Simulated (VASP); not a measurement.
A convergence study with VASP on ScCuO₂ (atoms displaced from the space group 166 structure): a few settings are varied, all else stays as given below, so the limit is that of these other settings. The cell's lengths are 1 % over those of the tabulated start and one atom is moved, so it is off equilibrium.

```
CuScO2
1.0
    1.64628     0.95048     5.81198
   -1.64628     0.95048     5.81198
    0.00000    -1.90096     5.81198
Sc Cu O
1 1 2
Cartesian
  0.00000   0.00000   8.71797
  0.00000   0.00000   0.00000
  0.00000   0.00000  15.57319
  0.06060   0.00000   1.86275
```

Computed with PBEsol GGA, VASP's PBE PAW potentials (set 64) (plane waves; VASP). The last row used: 600 eV cut-off, 7×7×7 Γ-centred mesh, Gaussian smearing of 0.050 eV, potentials Sc_sv Cu O.

```
setting                       E (eV/atom)  pressure (GPa)  largest force (eV/Å)  plane waves
----------------------------  -----------  --------------  --------------------  -----------
ENCUT = 400, PREC = Normal        -7.7070          -14.14                 0.323         1018
ENCUT = 500, PREC = Normal        -7.6973          -10.42                 0.322         1404
ENCUT = 600, PREC = Normal        -7.6985          -10.40                 0.322         1863
ENCUT = 700, PREC = Normal        -7.6997          -10.43                 0.322         2311
ENCUT = 500, PREC = Accurate      -7.6973          -10.42                 0.322         1404
ENCUT = 600, PREC = Accurate      -7.6985          -10.39                 0.322         1863
```

Left out are rungs that failed or repeat a setting and relaxations that didn't move; long series are thinned to 24 rows.

The structure comes from a computed database's ScCuO2 entry (space group no. 166); how it stands against other phases isn't given here. The cell was not relaxed at this level, it is distorted from the ideal structure.
